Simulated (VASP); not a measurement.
# CaC2 (Immm) in VASP: single point with LDA

Aim: the single point of CaC2 with LDA.

Everything below comes from runs of VASP 6.6.1. Logs are shortened: lines on timing, memory, paths and dates and some standing lists are left out, and cuts for length are marked.

### 1 The structure

It takes space group Immm (No. 71, orthorhombic). The conventional cell has a = 3.790 Å, b = 4.887 Å, c = 5.360 Å, α = 90.00°, β = 90.00°, γ = 90.00°. Ca (site symmetry mmm) has 8 C at 2.62 to 2.75 Å as nearest neighbours. C (site symmetry m2m) has 1 C at 1.26 Å as nearest neighbours.

The cell comes from a database or a generator and needn't be the stable form of this composition.

### 2 Single point, LDA

Contents of INCAR:

```
PREC = Accurate
ENCUT = 520
EDIFF = 1E-6
ISMEAR = 0
SIGMA = 0.1
LREAL = F
LASPH = T
NELM = 100
ALGO = Normal
ISIF = 2
LWAVE = F
LCHARG = F
NBANDS = 16
```

Contents of KPOINTS:

```
regular mesh
0
Gamma
  6 6 6
```

Contents of POSCAR:

```
CaC2
1.0
   -1.8948765550      2.4432612300      2.6801311800
    1.8948765550     -2.4432612300      2.6801311800
    1.8948765550      2.4432612300     -2.6801311800
Ca C
1 2
Direct
    0.0000000000      0.0000000000      0.0000000000
    0.3712390700      0.5000000000      0.8712390700
    0.6287609300      0.5000000000      0.1287609300
```

Potentials or basis: VASP PAW LDA potentials, release 64 (Ca_sv, C).

The run is started by

```
> cat potpaw_LDA.64/Ca_sv/POTCAR potpaw_LDA.64/C/POTCAR > POTCAR
> mpirun -np 1 vasp_std > vasp.out
```

OUTCAR:

```text
PREC = Accurate
   ENCUT = 520
   EDIFF = 1E-6
   ISMEAR = 0
   LREAL = F
   LASPH = T
   NELM = 100
   ISIF = 2

 ion  position               nearest neighbor table
   1  0.000  0.000  0.000-
   2  0.371  0.500  0.871-   3 1.26
   3  0.629  0.500  0.129-   2 1.26

  LATTYP: Found a body centered orthorhombic cell.
 ALAT       =     3.7897531100
 B/A-ratio  =     1.2894039053
 C/A-ratio  =     1.4144093835

  Lattice vectors:

 A1 = (  -1.8948765550,   2.4432612300,   2.6801311800)
 A2 = (   1.8948765550,  -2.4432612300,   2.6801311800)
 A3 = (   1.8948765550,   2.4432612300,  -2.6801311800)

Analysis of symmetry for initial positions (statically):
=====================================================================
 Subroutine PRICEL returns:
 Original cell was already a primitive cell.

 Routine SETGRP: Setting up the symmetry group for a
 body centered orthorhombic supercell.

 Subroutine GETGRP returns: Found  8 space group operations
 (whereof  8 operations were pure point group operations)
 out of a pool of  8 trial point group operations.

The static configuration has the point symmetry D_2h.

Analysis of symmetry for dynamics (positions and initial velocities):
=====================================================================
 Subroutine PRICEL returns:
 Original cell was already a primitive cell.

 Routine SETGRP: Setting up the symmetry group for a
 body centered orthorhombic supercell.

 Subroutine GETGRP returns: Found  8 space group operations
 (whereof  8 operations were pure point group operations)
 out of a pool of  8 trial point group operations.

The dynamic configuration has the point symmetry D_2h.

 Subroutine INISYM returns: Found  8 space group operations
 (whereof  8 operations are pure point group operations),
 and found     1 'primitive' translations

----------------------------------------------------------------------------------------

                                     Primitive cell

  volume of cell :      49.6326

  direct lattice vectors                    reciprocal lattice vectors
    -1.894876555  2.443261230  2.680131180     0.000000000  0.204644511  0.186558033
     1.894876555 -2.443261230  2.680131180     0.263869432  0.000000000  0.186558033
     1.894876555  2.443261230 -2.680131180     0.263869432  0.204644511  0.000000000

  length of vectors
     4.091843807  4.091843807  4.091843807     0.276917452  0.323157820  0.333925820

  position of ions in fractional coordinates (direct lattice)
     0.000000000  0.000000000  0.000000000
     0.371239070  0.500000000  0.871239070
     0.628760930  0.500000000  0.128760930

  ion indices of the primitive-cell ions
   primitive index   ion index
                 1           1
                 2           2
                 3           3

----------------------------------------------------------------------------------------

 KPOINTS: regular mesh

Automatic generation of k-mesh.
 Grid dimensions read from file:
 generate k-points for:    6    6    6

 Generating k-lattice:

  Cartesian coordinates                     Fractional coordinates (reciprocal lattice)
     0.000000000  0.034107419  0.031093005     0.166666667  0.000000000  0.000000000
     0.043978239  0.000000000  0.031093005     0.000000000  0.166666667  0.000000000
     0.043978239  0.034107419  0.000000000     0.000000000  0.000000000  0.166666667

  Length of vectors
     0.046152909  0.053859637  0.055654303

  Shift w.r.t. Gamma in fractional coordinates (k-lattice)
     0.000000000  0.000000000  0.000000000

 Subroutine IBZKPT returns following result:
 ===========================================

 Found     46 irreducible k-points:

 Following reciprocal coordinates:
            Coordinates               Weight
  0.000000  0.000000  0.000000      1.000000
  0.166667  0.000000  0.000000      4.000000
  0.333333  0.000000  0.000000      4.000000
  0.500000  0.000000  0.000000      2.000000
  0.000000  0.166667  0.000000      4.000000
  0.166667  0.166667 -0.000000      8.000000
[... 16 lines left out ...]
 -0.166667  0.166667  0.166667      2.000000
  0.166667  0.333333  0.166667      4.000000
 [... further k-points ...]
   k-points           NKPTS =     46   k-points in BZ     NKDIM =     46   number of bands    NBANDS=     16
   number of dos      NEDOS =    301   number of ions     NIONS =      3
   total plane-waves  NPLWV =  27000
   dimension x,y,z NGX =    30 NGY =   30 NGZ =   30
   dimension x,y,z NGXF=    60 NGYF=   60 NGZF=   60
   ions per type =               1   2
   NGX,Y,Z   is equivalent  to a cutoff of  12.19, 12.19, 12.19 a.u.
   NGXF,Y,Z  is equivalent  to a cutoff of  24.38, 24.38, 24.38 a.u.
 SYSTEM =  unknown system
   PREC   = accura    normal or accurate (medium, high low for compatibility)
   ISTART =      0    job   : 0-new  1-cont  2-samecut
   ICHARG =      2    charge: 1-file 2-atom 10-const
   ISPIN  =      1    spin polarized calculation?
   LNONCOLLINEAR =      F non collinear calculations
   LSORBIT =      F    spin-orbit coupling
   LASPH  =      T    aspherical Exc in radial PAW
   ENCUT  =  520.0 eV  38.22 Ry    6.18 a.u.   7.61  7.61  7.61*2*pi/ulx,y,z
   NELM   =    100;   NELMIN=  2; NELMDL= -5     # of ELM steps
   EDIFF  = 0.1E-05   stopping-criterion for ELM
   LREAL  =      F    real-space projection
   EDIFFG = 0.1E-04   stopping-criterion for IOM
   NSW    =      0    number of steps for IOM
   IBRION =     -1    ionic relax: 0-MD 1-quasi-New 2-CG
   NFREE  =      0    steps in history (QN), initial steepest desc. (CG)
   ISIF   =      2    stress and relaxation
   ISYM   =      2    0-nonsym 1-usesym 2-fastsym
   POTIM  = 0.5000    time-step for ionic-motion
   TEBEG  =    0.0;   TEEND  =   0.0 temperature during run
   PSTRESS=    0.0 pullay stress
   NELECT =      18.0000    total number of electrons
   NUPDOWN=      -1.0000    fix difference up-down
   EMIN   =  10.00;   EMAX   =-10.00  energy-range for DOS
   EFERMI =   0.00;   METHOD = LEGACY
   ISMEAR =     0;   SIGMA  =   0.10  broadening in eV -4-tet -1-fermi 0-gaus
   EFERMI_NEDOS =   21; number of points for ismear=-14 and -15
   IALGO  =     38    algorithm
   IMIX   =      4    mixing-type and parameters
     AMIX     =   0.40;   BMIX     =  1.00
     AMIX_MAG =   1.60;   BMIX_MAG =  1.00
  volume/ion in A,a.u.               =      16.54       111.65
  Fermi-wavevector in a.u.,A,eV,Ry     =   1.167464  2.206186 18.544352  1.362971
  Thomas-Fermi vector in A             =   2.303963
   LORBIT       =      0    0 simple, 1 ext, 2 COOP (PROOUT), +10 PAW based schemes
   GGA     = CA    functional components
   LHFCALC =     F    Hartree Fock is set to
   AEXX    =    0.0000 exact exchange contribution
   IVDW    =     0    specifies the selected vdW correction
   LEPSILON=     F    determine dielectric tensor
   LRPA    =     F    only Hartree local field effects (RPA)
 non-spin polarized calculation
 Gauss-broadening in eV      SIGMA  =   0.10
  energy-cutoff  :      520.00
  volume of cell :       49.63
 maximum number of plane-waves:      1351
   NGX = 15   NGY = 15   NGZ = 15

 number of electron      18.0000000 magnetization

 Free energy of the ion-electron system (eV)
  ---------------------------------------------------
  ext. energy  EPLUGINS =         0.00000000
  ---------------------------------------------------
  free energy    TOTEN  =       -22.12972312 eV

  energy without entropy =      -22.12972312  energy(sigma->0) =      -22.12972312

 E-fermi :   1.0257     XC(G=0):  -9.6360

 val. band max:        0.6097850775   @ k =   0.3333  -0.1667   0.1667
 cond. band min:       2.8958455377   @ k =   0.0000   0.0000   0.0000
 fundamental gap:      2.2860604602
 Fermi energy:         1.0257015103

 k-point     1 :       0.0000    0.0000    0.0000
  band No.  band energies     occupation
      1     -37.4687      2.00000
      2     -18.7836      2.00000
      3     -18.7795      2.00000
      4     -18.6644      2.00000
      5     -11.4992      2.00000
      6      -1.6127      2.00000
[... 8 lines left out ...]
     15       9.5135      0.00000
     16      10.5955      0.00000

 k-point     2 :       0.1667    0.0000    0.0000
  band No.  band energies     occupation
      1     -37.4669      2.00000
      2     -18.8159      2.00000
      3     -18.7789      2.00000
      4     -18.6684      2.00000
      5     -11.4047      2.00000
      6      -2.4929      2.00000
[... 8 lines left out ...]
     15       9.1385      0.00000
     16      10.0916      0.00000

 k-point     3 :       0.3333    0.0000    0.0000
  band No.  band energies     occupation
      1     -37.4634      2.00000
      2     -18.8831      2.00000
      3     -18.7735      2.00000
      4     -18.6764      2.00000
      5     -11.2092      2.00000
      6      -3.2687      2.00000
[... 8 lines left out ...]
     15       8.5106      0.00000
     16       9.3735      0.00000

 k-point     4 :       0.5000    0.0000    0.0000
  band No.  band energies     occupation
      1     -37.4617      2.00000
      2     -18.9160      2.00000
      3     -18.7707      2.00000
      4     -18.6804      2.00000
      5     -11.1077      2.00000
      6      -3.5755      2.00000
[... 8 lines left out ...]
     15       8.2484      0.00000
     16       8.8889      0.00000
[... 324 lines left out ...]
 k-point    22 :       0.3333    0.1667    0.1667
  band No.  band energies     occupation
      1     -37.4554      2.00000
      2     -18.8651      2.00000
      3     -18.7900      2.00000
      4     -18.7809      2.00000
      5     -11.0661      2.00000
      6      -2.8774      2.00000
[... 8 lines left out ...]
     15       9.0842      0.00000
     16       9.5570      0.00000

 k-point    23 :      -0.1667    0.1667    0.1667
  band No.  band energies     occupation
      1     -37.4591      2.00000
      2     -18.7938      2.00000
      3     -18.7862      2.00000
      4     -18.7781      2.00000
      5     -11.2737      2.00000
      6      -2.1593      2.00000
[... 8 lines left out ...]
     15       9.6703      0.00000
     16      10.0981      0.00000

 k-point    24 :       0.1667    0.3333    0.1667
  band No.  band energies     occupation
      1     -37.4534      2.00000
      2     -18.8554      2.00000
      3     -18.8079      2.00000
      4     -18.7938      2.00000
      5     -11.0419      2.00000
      6      -2.5620      2.00000
[... 8 lines left out ...]
     15       9.1699      0.00000
     16       9.5576      0.00000

 [... further k-points ...]

------------------------ aborting loop because EDIFF is reached ----------------------------------------

  FORCE on cell =-STRESS in cart. coord.  units (eV):
  Direction    XX          YY          ZZ          XY          YZ          ZX
  --------------------------------------------------------------------------------------
  -------------------------------------------------------------------------------------
  Total       -1.3142465     -1.8570549     -1.4248201      0.0000000      0.0000000      0.0000000
  in kB      -42.4248713    -59.9471383    -45.9942716      0.0000000      0.0000000      0.0000000
  external PRESSURE =     -49.4554271 kB  Pullay stress =       0.0000000 kB

 VOLUME and BASIS-vectors are now :
 -----------------------------------------------------------------------------
  energy-cutoff  :      520.00
  volume of cell :       49.63
      direct lattice vectors                 reciprocal lattice vectors
    -1.894876555  2.443261230  2.680131180     0.000000000  0.204644511  0.186558033
     1.894876555 -2.443261230  2.680131180     0.263869432  0.000000000  0.186558033
     1.894876555  2.443261230 -2.680131180     0.263869432  0.204644511  0.000000000

 POSITION                                       TOTAL-FORCE (eV/Angst)
 -----------------------------------------------------------------------------------
      0.00000      0.00000      0.00000         0.000000      0.000000     -0.000000
      1.89488      1.81407     -0.00000        -0.000000      0.381337      0.000000
     -0.00000      0.62919      2.68013        -0.000000     -0.381337      0.000000
 -----------------------------------------------------------------------------------
    total drift:                                0.000000      0.000000      0.000000

  FREE ENERGIE OF THE ION-ELECTRON SYSTEM (eV)
  ---------------------------------------------------
  free  energy   TOTEN  =       -22.1297231217 eV

  energy  without entropy=      -22.1297231217  energy(sigma->0) =      -22.12972312
```

Run time: 33 s. Hardware: 1 thread of Intel Xeon 6975P-C (Granite Rapids), shared host; peak memory 0.16 GiB.

What came out:

- Free energy: -22.1297 eV
- Pressure: -4.9 GPa
- Largest force: 0.381 eV/Å
- Band gap on the k mesh: 2.29 eV, indirect (least direct gap 2.53 eV)

Forces in eV/Å, atoms in the order of the input:
```
Ca   0.000  0.000  0.000
C    0.000  0.381  0.000
C    0.000 -0.381  0.000
```

Caveat: the standard files for N, O and F lose accuracy on very short bonds. A k mesh can miss the band edges.
